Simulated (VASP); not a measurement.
# Bulk modulus and pressure derivative of WC (WC-type) at PBEsol from stress and from energy against Eulerian strain

Whoever models a hard-metal tool or an anvil under load must decide which bulk modulus and pressure derivative to enter for tungsten carbide, and whether the stress tensor gives them as reliably as a fit to energies. The modulus sets how much the carbide grains shrink under pressure, and the derivative sets how fast they stiffen. Both are derived here for the static lattice of WC (WC-type) at PBEsol, from seven uniformly scaled cells. Pressure is counted positive in compression, energy is taken per atom above the lowest computed row, and strain is measured from the fitted volume $V_0$ = 10.2818 Å³ per atom. The reference is the third-order Birch-Murnaghan fit to the energies, with $B_0$ = 424.8 GPa and $B_0'$ = 4.26. No measured value is compared here.

## Systems and settings

One crystal, WC (WC-type) (known phase), at PBEsol: single-point runs on uniformly scaled copies of a cell relaxed at PBEsol; symmetry leaves the cell shape free, held here. Program: VASP 6.6.1, plane waves and PAW (data sets made for PBE of release 64), scalar-relativistic without spin-orbit coupling, no spin polarisation. Cutoff 520 eV; on the k meshes the divisions times the cell-vector length are 22 Å or more. Occupations: Gaussian smearing of 0.05 eV. The coarsest mesh (22 Å) is coarse for metals and narrow gaps.

Notes on method and selection:

- Third-order Birch-Murnaghan: P = 3·B0·f·(1 + 2f)^(5/2)·[1 + (3/2)(B0′ − 4)·f]. The fit to the energies of these runs gives B0 = 424.8 GPa and B0′ = 4.26.
- Static lattice. The pressure from the stress tensor and the slope of the energy need not agree exactly at a finite cutoff and mesh.
- With the cell shape held the modulus is an upper bound.
- A measured value is attached only where its sources agree among themselves; tables made before the last selection also left out values far from the computed one, as likely another phase or mode.
- Series whose points a third-order Birch-Murnaghan form does not fit, or whose B0′ lies outside 2 to 8, were left out.
- Crystals whose pressure at the fitted V0 departs from zero by more than 0.6 % of B0 plus 0.1 GPa, and layered compounds, were left out.
- Runs that did not converge, have known faults or may not be shown are not listed, and runs on Ansatz's PAW sets soft_1 and soft_2 are kept to separate tables.

Columns:

- Eulerian strain: Eulerian strain f = ½[(V0/V)^(2/3) − 1] with the fitted V0 = 10.2818 Å³ per atom, compression positive.
- fitted bulk modulus (GPa): bulk modulus at that volume from the third-order Birch-Murnaghan fit to the energies.
- volume (Å³): volume per atom.
- pressure (GPa): pressure from the stress tensor, compression positive.
- energy (meV/atom): energy per atom above the lowest point, extrapolated to zero smearing.

Input lines of one member:

```
PREC = Accurate
ENCUT = 520
EDIFF = 1E-06
NELM = 100
ISMEAR = 0
SIGMA = 0.05
LREAL = .FALSE.
ALGO = Normal
GGA = PS
NBANDS = 11
LORBIT = 11
ISIF = 2
```

Command (options for logging and memory left out): `vasp_std`

## Results

| member | Eulerian strain | fitted bulk modulus (GPa) | volume (Å³) | pressure (GPa) | energy (meV/atom) |
| --- | --- | --- | --- | --- | --- |
| V = 10.895 Å³ | −0.01895 | 329.2 | 10.8953 | −21.83 | 43.82 |
| V = 10.690 Å³ | −0.01280 | 358.7 | 10.6897 | −15.30 | 20.01 |
| V = 10.484 Å³ | −0.00645 | 390.6 | 10.4842 | −8.03 | 5.07 |
| V = 10.279 Å³ | 0.00010 | 425.4 | 10.2786 | 0.05 | 0.00 |
| V = 10.073 Å³ | 0.00689 | 463.2 | 10.0730 | 9.01 | 5.82 |
| V = 9.867 Å³ | 0.01390 | 504.5 | 9.8674 | 19.00 | 23.75 |
| V = 9.662 Å³ | 0.02117 | 549.7 | 9.6619 | 30.14 | 55.25 |

Least-squares fits to the whole series, with x = Eulerian strain; R² and errors in the fitted variable (y, or ln y where the fit is in ln y):

| y | members | fit | R² | rms residual | leave-one-out rms | the same for the mean of the others |
| --- | --- | --- | --- | --- | --- | --- |
| pressure (GPa) | 7 | y = −0.098619 + 1278.6 x + 7016.9 x² | 1.00 | 0.025 | 0.064 | 20 |
| energy (meV/atom) | 7 | y = −0.024701 + 9.5665 x + 122750 x² | 1.00 | 0.053 | 0.14 | 23 |

## The trend and its physics

Both routes lead to a bulk modulus of about 425 GPa and a pressure derivative of about 4.3.

For the pressure, $B = \tfrac{1}{3}(1+2f)\,dP/df$, so the linear coefficient of the quadratic fit gives 1278.6 / 3 = 426.2 GPa at $f = 0$. The ratio of the coefficients gives $B_0'$ = 2/3 + (2/3) × 7016.9 / 1278.6 = 4.33. The modulus is slightly high because the Birch-Murnaghan form also has a cubic term, of about 12000 GPa, which a quadratic partly absorbs into its slope. Over these strains that adds about 3.8 GPa to the slope, or 1.3 GPa to the modulus, and 426.2 − 1.3 = 424.9 GPa.

For the energy, $E = \tfrac{9}{2}B_0V_0f^2[1+(B_0'-4)f]$. The quadratic coefficient, 122750 / 1000 = 122.75 eV per atom, gives 2 × 122.75 / (9 × 10.2818) × 160.22 = 425.1 GPa, where 160.22 converts eV/Å³ to GPa.

The two pressures differ by a small offset. The Birch-Murnaghan pressure from the energy fit is 9.11 GPa at V = 10.073 Å³, against 9.01 GPa from the stress tensor. Over the seven rows the stress value is lower by 0.03 to 0.10 GPa. This is the sign expected of Pulay stress, which arises because the stress tensor is evaluated for a fixed set of plane waves, whereas the energies are compared at a fixed cutoff. A nearly constant offset shifts the zero of pressure and hardly touches the slope.

The fitted modulus rises from 329.2 GPa in the most expanded cell to 549.7 GPa in the most compressed one. As the W–C distance shrinks, the repulsion between overlapping electron shells steepens faster than the bonding attraction grows. The stiffening per unit pressure weakens on the way: it averages 96.2 / 21.88 = 4.40 on the expanded side and 124.3 / 30.09 = 4.13 on the compressed side.

## Departures from the trend

Largest departures from the fit to the whole series:

| member | pressure (GPa) | fit | computed − fit | in rms residuals |
| --- | --- | --- | --- | --- |
| V = 10.073 Å³ | 9.01 | 9.04 | −0.03 | 1.4 |
| V = 9.867 Å³ | 19.00 | 19.03 | −0.03 | 1.2 |
| V = 9.662 Å³ | 30.14 | 30.11 | +0.03 | 1.0 |
| V = 10.484 Å³ | −8.03 | −8.05 | +0.02 | 0.9 |

The largest departures from the quadratic pressure fit are only 0.03 GPa, but their signs form a pattern. The computed pressure lies below the fit at V = 10.073 and 9.867 Å³ and above it at 9.662 and 10.484 Å³. The omitted cubic term produces these signs, with a size of about 0.02 GPa, so the departures reflect the form of the fit and not a change in the crystal.

Measured against the energy-derived pressure, the most compressed cell stands slightly apart. At V = 9.662 Å³ the stress value is 30.14 GPa and the energy fit gives 3 × 424.8 × 0.02117 × (1 + 2 × 0.02117)^2.5 × (1 + 1.5 × (4.26 − 4) × 0.02117) = 30.17 GPa, a gap of 0.03 GPa where the other rows show roughly 0.06 to 0.10 GPa. A likely reason is that the slope of a fitted energy curve is least well fixed at the ends of its range. This variation also covers the difference between the two derivatives: changing $B_0'$ from 4.26 to 4.33 moves the pressure in that cell by only about 0.07 GPa.

## Using the table

**What pressure reduces the volume by 3 %?**
For $V/V_0$ = 1 − 0.03 = 0.97 the strain is $f$ = (0.97^(−2/3) − 1) / 2 = 0.01026. The Birch-Murnaghan form with the energy-fit constants gives 3 × 424.8 × 0.01026 × (1 + 2 × 0.01026)^2.5 × (1 + 1.5 × (4.26 − 4) × 0.01026) = 13.8 GPa. This lies between the rows at 9.01 and 19.00 GPa. A constant modulus would give 424.8 × 0.03 = 12.7 GPa, about 8 % too little.

**Can one or two stress calculations replace the energy series for the modulus?**
Two can, if they straddle $V_0$ and $V_0$ is known; the strains used here take it from the energy fit. The rows at V = 10.073 and 10.484 Å³ give (9.01 + 8.03) / (0.00689 + 0.00645) / 3 = 425.8 GPa, which is 1.0 GPa above the energy fit. The offset in pressure cancels in the difference. With the compressed row alone, and $B_0'$ = 4.26 assumed, the result is 9.01 / (3 × 0.00689 × (1 + 2 × 0.00689)^2.5 × (1 + 1.5 × (4.26 − 4) × 0.00689)) = 420.1 GPa, which is too low by 424.8 − 420.1 = 4.7 GPa, because the offset no longer cancels.

**Can the pressure derivative be read from the two end energies?**
Dividing energy by squared strain gives 43.82 / 0.01895² = 122030 meV and 55.25 / 0.02117² = 123280 meV. The slope between them is (123280 − 122030) / (0.02117 + 0.01895) = 31160 meV, and the value interpolated to zero strain is 122030 + 31160 × 0.01895 = 122620 meV. Hence $B_0'$ = 4 + 31160 / 122620 = 4.25, close to the full fit. Rounding of the printed strains alone can move this by about 0.03.

## Conclusions

Between 9.662 and 10.895 Å³ per atom, $B_0$ = 425 GPa and $B_0'$ = 4.3 describe the static PBEsol crystal by either route. The agreement within about 1 GPa tests the analysis, not the functional, cutoff or k mesh, which both routes share; the mesh is on the coarse side for a metal.

The axial ratio was held. Away from the relaxed volume the stress along $c$ exceeds that in the basal plane in magnitude, so under hydrostatic pressure $c$ would shorten relatively less than $a$. Allowing this would lower the modulus, though only in second order of the stress difference. The atomic positions are fixed by symmetry and add no further relaxation.

Zero-point motion and temperature are left out. Both normally expand the lattice and soften it, so a room-temperature modulus at this level should lie somewhat below the static one.

[Logs are printed without paths, hosts, clocks, repeated set-up lines and the standing remarks that a program may print on its own settings, such as how far it seeks lower states.]
